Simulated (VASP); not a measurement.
# CdTe with and without spin-orbit coupling, part 3 of 4

Aim: run bands, DOS and a relaxation of CdTe twice, without and with spin-orbit coupling. All runs use r2SCAN. Left out of this account: 1 further run (fields: a reference on another mesh). The start is a cell from a database of measured crystal structures.

VASP 6.6.1, plane waves and PAW; the level of theory is named at each step.

So far, gap on the k-mesh (eV): step 4 (total and projected DOS (r2SCAN)) 1.27.

### Step 5. Density of states (r2SCAN + SOC)

This step: r2SCAN, spin-orbit coupling; plane waves and PAW (Cd, Te) (VASP 6.6.1).

Here the states are counted by energy and projected on the atoms.

INCAR

```
SYSTEM = CdTe
PREC = Accurate
ENCUT = 400
EDIFF = 1E-06
NELM = 100
ISMEAR = -5
SIGMA = 0.05
LREAL = .FALSE.
ALGO = Normal
METAGGA = R2SCAN
LASPH = .TRUE.
LNONCOLLINEAR = .TRUE.
MAGMOM = 0 0 0 0 0 0
NBANDS = 30
GGA_COMPAT = .FALSE.
LSORBIT = .TRUE.
LORBIT = 11
LWAVE = .FALSE.
LCHARG = .FALSE.
KPAR = 2
NEDOS = 2001
```

POSCAR

```
CdTe
1.0
    0.0000000000      3.2400000000      3.2400000000
    3.2400000000      0.0000000000      3.2400000000
    3.2400000000      3.2400000000      0.0000000000
Cd Te
1 1
Direct
    0.0000000000      0.0000000000      0.0000000000
    0.2500000000      0.2500000000      0.2500000000
```

KPOINTS

```
Automatic mesh
0
Gamma
6 6 6
0 0 0
```

PAW data sets: Cd and Te (PBE family, release 64).

Launch:

```
> mpirun -np 2 vasp_ncl
```

Log:

```text
[... set-up lines as in an earlier step ...]
 entering main loop
       N       E                     dE             d eps       ncg     rms          rms(c)
DAV:   1     0.510357598871E+02    0.51036E+02   -0.71185E+03  1368   0.867E+02
DAV:   2    -0.468695185717E+02   -0.97905E+02   -0.94704E+02  1478   0.243E+02
DAV:   3    -0.512723643775E+02   -0.44028E+01   -0.43792E+01  1554   0.524E+01
DAV:   4    -0.513181253734E+02   -0.45761E-01   -0.45752E-01  1606   0.483E+00
DAV:   5    -0.513186321047E+02   -0.50673E-03   -0.50672E-03  1550   0.493E-01    0.614E+00
DAV:   6    -0.467588873475E+02    0.45597E+01   -0.29220E+00  1380   0.226E+01    0.710E+00
DAV:   7    -0.467308336150E+02    0.28054E-01   -0.14292E-01  1464   0.416E+00    0.466E+00
DAV:   8    -0.467405001500E+02   -0.96665E-02   -0.84126E-02  1422   0.314E+00    0.125E+00
DAV:   9    -0.467427517916E+02   -0.22516E-02   -0.33767E-03  1560   0.511E-01    0.512E-01
DAV:  10    -0.467430710728E+02   -0.31928E-03   -0.13220E-03  1454   0.348E-01    0.219E-01
DAV:  11    -0.467429557231E+02    0.11535E-03   -0.47920E-04  1470   0.214E-01    0.583E-02
DAV:  12    -0.467429573870E+02   -0.16639E-05   -0.29487E-05  1496   0.654E-02    0.404E-02
DAV:  13    -0.467429591665E+02   -0.17795E-05   -0.91241E-06  1520   0.337E-02    0.290E-02
DAV:  14    -0.467429630269E+02   -0.38604E-05   -0.99360E-06  1398   0.353E-02    0.174E-02
DAV:  15    -0.467429615725E+02    0.14544E-05   -0.34350E-06  1518   0.266E-02    0.626E-03
DAV:  16    -0.467429616013E+02   -0.28750E-07   -0.13735E-07   804   0.262E-03
   1 F= -.46742962E+02 E0= -.46742962E+02  d E =0.000000E+00  mag=    -0.0000     0.0000    -0.0000
```

Run time: 3.5 min. Hardware: 2 MPI ranks of Intel Xeon 6975P-C (Granite Rapids), shared host; peak memory 0.65 GiB; 6.7 min of CPU time.

OUTCAR, selected parts (step 5):

```text
   NELECT =      18.0000    total number of electrons

 E-fermi :   2.3836

 k-point     1 :       0.0000    0.0000    0.0000
  band No.  band energies     occupation
    ...
     14       1.5595      1.00000
     15       2.3741      1.00000
     16       2.3741      1.00000
     17       2.3741      1.00000
     18       2.3741      1.00000
     19       3.3808      0.00000
     20       3.3808      0.00000
     21       6.9133      0.00000
     22       6.9133      0.00000
     23       7.2360      0.00000
    ...

  Total        0.5975121      0.5975121      0.5975121      0.0000000     -0.0000000     -0.0000000
  in kB       14.0731806     14.0731806     14.0731806      0.0000000     -0.0000000     -0.0000000
  external PRESSURE =      14.0731806 kB  Pullay stress =       0.0000000 kB

 POSITION                                       TOTAL-FORCE (eV/Angst)
 -----------------------------------------------------------------------------------
      0.00000      0.00000      0.00000        -0.000000     -0.000000     -0.000000
      1.62000      1.62000      1.62000         0.000000      0.000000      0.000000
 -----------------------------------------------------------------------------------
    total drift:                                0.000000      0.000000      0.000000

  FREE ENERGIE OF THE ION-ELECTRON SYSTEM (eV)
  ---------------------------------------------------
  free  energy   TOTEN  =       -46.7429616013 eV

  energy  without entropy=      -46.7429616013  energy(sigma->0) =      -46.74296160

 Spin-Orbit-Coupling matrix elements
 Ion:    1  E_soc:     -0.0581722
 Ion:    2  E_soc:     -0.1792169

 magnetization (x)
# of ion       s       p       d       tot
------------------------------------------
    1        0.000  -0.000   0.000  -0.000
    2        0.000   0.000  -0.000   0.000
--------------------------------------------------
tot          0.000  -0.000  -0.000  -0.000

 magnetization (y)
# of ion       s       p       d       tot
------------------------------------------
    1        0.000   0.000   0.000   0.000
    2        0.000   0.000  -0.000   0.000
--------------------------------------------------
tot          0.000   0.000  -0.000   0.000

 magnetization (z)
# of ion       s       p       d       tot
------------------------------------------
    1        0.000   0.000  -0.000   0.000
    2       -0.000  -0.000  -0.000  -0.000
--------------------------------------------------
tot          0.000   0.000  -0.000   0.000

[... 15 parts as in an earlier step ...]

[... 2 further parts left out ...]
```

This step gave:

| Property | Result |
| --- | --- |
| SCF cycles | 16 |
| bands | 30 |
| irreducible k-points | 22 |
| free energy (TOTEN) | -46.74 eV |
| Fermi energy | 2.384 eV |
| pressure | 1.407 GPa |
| gap on the k-mesh | 1.007 eV |
| least direct gap on the k-mesh | 1.007 eV |

On-site spin-orbit energy by atom:

```tsv
atom	on-site spin-orbit energy (eV)
Cd1	-0.058
Te2	-0.179
```

The density of states has structure finer than the step of the table below, so its rows give means over 0.5 eV, whole bins alone (the curve runs from -12.0 to 4.81 eV). Peaks (eV: height): total -11.36: 9.34, -9.06: 19.9, -8.45: 20.0, -8.29: 18.3; Te p -8.45: 0.302, -4.38: 0.925, -2.39: 0.716, -1.85: 0.946; Cd s -11.36: 0.110, -4.38: 0.828, 3.05: 0.445; Cd p -11.36: 0.107, -2.39: 0.136, -1.93: 0.174, 3.05: 0.0833; Cd d -9.06: 18.4, -8.75: 5.63, -8.45: 18.3, -8.29: 17.2.

States under -12.0 eV and over 4.8 eV are left out. The density of states by energy, zero at the valence-band top; means over each step; values in states/eV/cell:

```tsv
energy (eV)	total	Te p	Cd s	Cd p	Cd d	Te s
-11.5	3.63	4.0e-4	0.0628	0.0379	0.398	2.08
-11.0	0.343	1.4e-5	0.00154	0.00451	0.0489	0.195
-10.5	0	0	0	0	0	0
-10.0	0	0	0	0	0	0
-9.5	0	0	0	0	0	0
-9.0	7.46	0.0570	0.00715	0.00333	6.86	0.0638
-8.5	8.50	0.0801	0.00638	0.00314	7.78	0.0288
-8.0	4.00	0.0178	0.0184	0.00736	3.47	0.201
-7.5	0.00795	1.4e-5	1.4e-5	2.8e-5	0.00659	7.5e-4
-7.0	0	0	0	0	0	0
-6.5	0	0	0	0	0	0
-6.0	0	0	0	0	0	0
-5.5	0	0	0	0	0	0
-5.0	0.00336	8.3e-4	5.5e-4	7.0e-5	4.0e-5	5.3e-5
-4.5	2.12	0.507	0.431	0.0256	0.0416	0.0291
-4.0	0.907	0.219	0.162	0.0152	0.0317	0.0274
-3.5	0.444	0.112	0.0684	0.00896	0.0215	0.0203
-3.0	0.576	0.182	0.0349	0.0270	0.0255	0.0131
-2.5	1.68	0.568	0.0406	0.105	0.0596	0.0137
-2.0	2.21	0.812	0.0320	0.148	0.0812	0.0106
-1.5	2.20	0.868	0.0195	0.141	0.0936	0.00631
-1.0	1.36	0.571	0.00827	0.0787	0.0675	0.00281
-0.5	0.450	0.201	0.00161	0.0215	0.0271	6.3e-4
0.0	0.0338	0.0157	2.5e-5	0.00136	0.00228	8.9e-6
0.5	0	0	0	0	0	0
1.0	7.1e-4	7.4e-5	1.8e-4	0	0	1.1e-4
1.5	0.0170	0.00190	0.00423	2.6e-4	0	0.00275
2.0	0.121	0.0137	0.0288	0.00308	9.2e-4	0.0149
2.5	0.651	0.0764	0.145	0.0219	0.00710	0.0583
3.0	1.97	0.247	0.379	0.0718	0.0377	0.0961
3.5	1.38	0.181	0.236	0.0537	0.0319	0.0459
4.0	1.02	0.106	0.0748	0.0753	0.0257	0.0283
4.5	1.54	0.140	0.0575	0.145	0.0367	0.0317
```

The gap on this mesh is 1.01 eV. In the top eV of the valence band the largest shares in the PAW spheres are Te p 44 %, Cd d 6 % and Cd p 5 %; in the lowest eV of the conduction band, Cd s 25 %, Te s 16 % and Te p 11 %. The rest lies in smaller channels or between the spheres.

### Step 6. Full relaxation (r2SCAN)

This step: r2SCAN; plane waves and PAW (Cd, Te) (VASP 6.6.1).

Last, the cell itself: ISIF = 3 frees volume, shape and positions, first without the coupling.

INCAR

```
SYSTEM = CdTe
PREC = Accurate
ENCUT = 400
EDIFF = 1E-06
NELM = 100
ISMEAR = -1
SIGMA = 0.05
LREAL = .FALSE.
ALGO = Normal
METAGGA = R2SCAN
LASPH = .TRUE.
NBANDS = 15
LORBIT = 11
LWAVE = .FALSE.
LCHARG = .FALSE.
KPAR = 2
IBRION = 2
NSW = 60
ISIF = 3
EDIFFG = -0.01
```

POSCAR is that of step 5.

KPOINTS is that of step 5.

Launch:

```
> mpirun -np 2 vasp_std
```

Log:

```text
[... set-up lines as in an earlier step ...]
 entering main loop
       N       E                     dE             d eps       ncg     rms          rms(c)
DAV:   1     0.452238842462E+02    0.45224E+02   -0.73571E+03   480   0.865E+02
DAV:   2    -0.479596991429E+02   -0.93184E+02   -0.89606E+02   585   0.234E+02
DAV:   3    -0.511694121014E+02   -0.32097E+01   -0.32060E+01   557   0.464E+01
DAV:   4    -0.511938343609E+02   -0.24422E-01   -0.24421E-01   732   0.365E+00
DAV:   5    -0.511939747008E+02   -0.14034E-03   -0.14034E-03   606   0.193E-01    0.555E+00
DAV:   6    -0.466422704696E+02    0.45517E+01   -0.29418E+00   501   0.224E+01    0.690E+00
DAV:   7    -0.466138339831E+02    0.28436E-01   -0.11959E-01   522   0.380E+00    0.458E+00
DAV:   8    -0.466227684197E+02   -0.89344E-02   -0.81381E-02   571   0.311E+00    0.947E-01
DAV:   9    -0.466258002694E+02   -0.30318E-02   -0.63816E-03   592   0.641E-01    0.358E-01
DAV:  10    -0.466255027827E+02    0.29749E-03   -0.19669E-03   529   0.496E-01    0.658E-02
DAV:  11    -0.466255014456E+02    0.13372E-05   -0.98687E-05   613   0.132E-01    0.433E-02
DAV:  12    -0.466255086296E+02   -0.71840E-05   -0.37466E-05   571   0.772E-02    0.189E-02
DAV:  13    -0.466255091373E+02   -0.50773E-06   -0.84891E-06   557   0.274E-02
   1 F= -.46625509E+02 E0= -.46625509E+02  d E =-.466255E+02
 curvature:   0.00 expect dE= 0.000E+00 dE for cont linesearch  0.000E+00
 trial: gam= 0.00000 g(F)=  0.143E-44 g(S)=  0.239E-01 ort = 0.000E+00 (trialstep = 0.100E+01)
 search vector abs. value=  0.239E-01
 bond charge predicted
       N       E                     dE             d eps       ncg     rms          rms(c)
DAV:   1    -0.468927168085E+02   -0.26721E+00   -0.55688E+00   529   0.286E+01    0.454E+00
DAV:   2    -0.466594133361E+02    0.23330E+00   -0.55139E-01   501   0.111E+01    0.145E+00
DAV:   3    -0.466384482917E+02    0.20965E-01   -0.50292E-02   515   0.263E+00    0.131E+00
DAV:   4    -0.466331880632E+02    0.52602E-02   -0.86255E-03   515   0.601E-01    0.205E-01
DAV:   5    -0.466331213863E+02    0.66677E-04   -0.39221E-04   564   0.164E-01    0.160E-01
DAV:   6    -0.466331130849E+02    0.83014E-05   -0.93697E-05   552   0.792E-02    0.964E-02
DAV:   7    -0.466331286122E+02   -0.15527E-04   -0.99217E-05   536   0.919E-02    0.331E-02
DAV:   8    -0.466331282440E+02    0.36816E-06   -0.17105E-05   501   0.498E-02    0.157E-02
DAV:   9    -0.466331305879E+02   -0.23438E-05   -0.15761E-06   486   0.124E-02    0.422E-03
DAV:  10    -0.466331302284E+02    0.35943E-06   -0.22940E-07   275   0.715E-03
   2 F= -.46633130E+02 E0= -.46633130E+02  d E =-.762109E-02
 trial-energy change:   -0.007621  1 .order   -0.007811   -0.023932    0.008311
 step:   0.7354(harm=  0.7422)  dis= 0.00000  next Energy=   -46.634233 (dE=-0.872E-02)
 bond charge predicted
       N       E                     dE             d eps       ncg     rms          rms(c)
DAV:   1    -0.466527961708E+02   -0.19666E-01   -0.38484E-01   529   0.734E+00    0.107E+00
DAV:   2    -0.466358751694E+02    0.16921E-01   -0.42592E-02   494   0.299E+00    0.342E-01
DAV:   3    -0.466345116413E+02    0.13635E-02   -0.34848E-03   515   0.661E-01    0.292E-01
DAV:   4    -0.466342512677E+02    0.26037E-03   -0.57918E-04   536   0.162E-01    0.462E-02
DAV:   5    -0.466342471712E+02    0.40965E-05   -0.36545E-05   557   0.639E-02    0.410E-02
DAV:   6    -0.466342537578E+02   -0.65866E-05   -0.18350E-05   529   0.341E-02    0.793E-03
DAV:   7    -0.466342531880E+02    0.56977E-06   -0.20976E-06   495   0.163E-02
   3 F= -.46634253E+02 E0= -.46634253E+02  d E =-.874405E-02
 curvature:  -0.37 expect dE=-0.221E-06 dE for cont linesearch -0.221E-06
 trial: gam= 0.00000 g(F)=  0.285E-43 g(S)=  0.597E-06 ort =-0.119E-03 (trialstep = 0.947E+00)
 search vector abs. value=  0.597E-06
 reached required accuracy - stopping structural energy minimisation
```

Run time: 53 s. Hardware: 2 MPI ranks; peak memory 0.34 GiB.

OUTCAR, selected parts (step 6):

```text
   k-points           NKPTS =     16   k-points in BZ     NKDIM =     16   number of bands    NBANDS=     15

   NELECT =      18.0000    total number of electrons

 E-fermi :   2.4486

 k-point     1 :       0.0000    0.0000    0.0000
  band No.  band energies     occupation
    ...
      5      -6.3667      2.00000
      6      -6.3667      2.00000
      7       1.8336      1.99999
      8       1.8336      1.99999
      9       1.8336      1.99999
     10       3.0051      0.00003
     11       6.8813      0.00000
     12       6.8813      0.00000
     13       6.8813      0.00000
     14       9.7086      0.00000
    ...

  Total       -0.0028715     -0.0028715     -0.0028715      0.0000000      0.0000000      0.0000000
  in kB       -0.0656045     -0.0656045     -0.0656045      0.0000000      0.0000000      0.0000000
  external PRESSURE =      -0.0656045 kB  Pullay stress =       0.0000000 kB

 POSITION                                       TOTAL-FORCE (eV/Angst)
 -----------------------------------------------------------------------------------
      0.00000      0.00000      0.00000        -0.000000     -0.000000     -0.000000
      1.63653      1.63653      1.63653         0.000000      0.000000      0.000000
 -----------------------------------------------------------------------------------
    total drift:                               -0.000007     -0.000007     -0.000007

  FREE ENERGIE OF THE ION-ELECTRON SYSTEM (eV)
  ---------------------------------------------------
  free  energy   TOTEN  =       -46.6342531880 eV

  energy  without entropy=      -46.6342530133  energy(sigma->0) =      -46.63425310

 reached required accuracy - stopping structural energy minimisation

[... 6 parts as in an earlier step ...]

[... 10 further parts left out ...]
```

The run keeps the 24 symmetry operations of its start, so it cannot find a distortion of lower symmetry.

Relaxation path:

```tsv
step	energy less that of the first step (eV)	largest force (eV/Å)	pressure (GPa)	volume (Å³)
1	0.0000	0.0000	1.35	68.02
2	-0.0076	0.0000	-0.45	70.89
3	-0.0087	0.0000	-0.01	70.13
```

```tsv
conventional cell, symmetrised	before	after	change
a (Å)	6.480	6.546	+1.0 %
b (Å)	6.480	6.546	+1.0 %
c (Å)	6.480	6.546	+1.0 %
volume (Å³/atom)	34.01	35.06	+3.1 %
```

The relaxed structure:

```
Cd Te
1.0
     0.00000    3.27305    3.27305
     3.27305    0.00000    3.27305
     3.27305    3.27305    0.00000
Cd Te
1 1
Direct
  0.00000 0.00000 0.00000
  0.25000 0.25000 0.25000
```

Numbers from this step:

* bands: 15
* irreducible k-points: 16
* free energy (TOTEN): -46.63 eV
* Fermi energy: 2.449 eV
* pressure: -0.006560 GPa
* SCF cycles over all ionic steps: 30
* gap on the k-mesh: 1.172 eV
* least direct gap on the k-mesh: 1.172 eV

It ends with forces that vanish by symmetry and a pressure of -0.01 GPa.

(Part 3 of 4 ends here.)

[Lines on the potential files, build, host, timing and source positions are cut from VASP's logs without a mark.]

[Logs are printed without paths, hosts, clocks, repeated set-up lines and the standing remarks that a program may print on its own settings, such as how far it seeks lower states.]

[Hosts, paths, dates, database ids (printed as entryN), source tags and the programs' standing remarks are cut or masked in the printed files.]

[A measured line is paired with the nearest computed mode of its activity, which favours agreement.]
